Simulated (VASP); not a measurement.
A convergence study with VASP on Ta (bcc): one setting is varied, all else stays as given below, so the limit is that of these other settings. Each run relaxes cell and ions from the cell shown. The basis is that of the starting cell, so low cut-offs carry a Pulay error.

```
CELL_PARAMETERS angstrom
     -1.65000     1.65000     1.65000
      1.65000    -1.65000     1.65000
      1.65000     1.65000    -1.65000
ATOMIC_POSITIONS crystal
  Ta 0.00000 0.00000 0.00000
```

Level of theory: PBEsol GGA, VASP's PBE PAW potentials (set 64) (plane waves; VASP 6.6.1). The tightest run used: 700 eV cut-off, 13×13×13 Γ-centred mesh, first-order Methfessel-Paxton smearing of 0.10 eV, potentials Ta_pv.

Problem. The settings run are ENCUT = 150; ENCUT = 200; ENCUT = 250; ENCUT = 300; ENCUT = 350; ENCUT = 400; ENCUT = 450; ENCUT = 500; ENCUT = 550; ENCUT = 600; ENCUT = 650; ENCUT = 700. From which on does the relaxed volume stay within 0.1 Å³/atom of the tightest run?

Solution. From ENCUT = 250 on: it is off by 0.059 there and by no more than 0.1 in any finer run, while ENCUT = 200 is off by 0.292.
```json
[
 {"setting": "ENCUT = 150", "relaxed volume (Å³/atom)": "15.555", "E (eV/atom)": "-13.0912", "plane waves": "83", "difference judged (Å³/atom)": "2.201"},
 {"setting": "ENCUT = 200", "relaxed volume (Å³/atom)": "17.463", "E (eV/atom)": "-12.5626", "plane waves": "135", "difference judged (Å³/atom)": "0.292"},
 {"setting": "ENCUT = 250", "relaxed volume (Å³/atom)": "17.697", "E (eV/atom)": "-12.5453", "plane waves": "177", "difference judged (Å³/atom)": "0.059"},
 {"setting": "ENCUT = 300", "relaxed volume (Å³/atom)": "17.707", "E (eV/atom)": "-12.5457", "plane waves": "236", "difference judged (Å³/atom)": "0.048"},
 {"setting": "ENCUT = 350", "relaxed volume (Å³/atom)": "17.738", "E (eV/atom)": "-12.5470", "plane waves": "274", "difference judged (Å³/atom)": "0.017"},
 {"setting": "ENCUT = 400", "relaxed volume (Å³/atom)": "17.750", "E (eV/atom)": "-12.5473", "plane waves": "339", "difference judged (Å³/atom)": "0.006"},
 {"setting": "ENCUT = 450", "relaxed volume (Å³/atom)": "17.751", "E (eV/atom)": "-12.5473", "plane waves": "402", "difference judged (Å³/atom)": "0.004"},
 {"setting": "ENCUT = 500", "relaxed volume (Å³/atom)": "17.753", "E (eV/atom)": "-12.5474", "plane waves": "470", "difference judged (Å³/atom)": "0.003"},
 {"setting": "ENCUT = 550", "relaxed volume (Å³/atom)": "17.754", "E (eV/atom)": "-12.5475", "plane waves": "543", "difference judged (Å³/atom)": "0.002"},
 {"setting": "ENCUT = 600", "relaxed volume (Å³/atom)": "17.755", "E (eV/atom)": "-12.5476", "plane waves": "613", "difference judged (Å³/atom)": "0.001"},
 {"setting": "ENCUT = 650", "relaxed volume (Å³/atom)": "17.755", "E (eV/atom)": "-12.5477", "plane waves": "691", "difference judged (Å³/atom)": "0.000"},
 {"setting": "ENCUT = 700", "relaxed volume (Å³/atom)": "17.756", "E (eV/atom)": "-12.5477", "plane waves": "767", "difference judged (Å³/atom)": "0.000"}
]
```

Left out are rungs that failed or repeat a setting and relaxations that didn't move; long series are thinned to 24 rows.

The compound is Ta in the bcc structure.
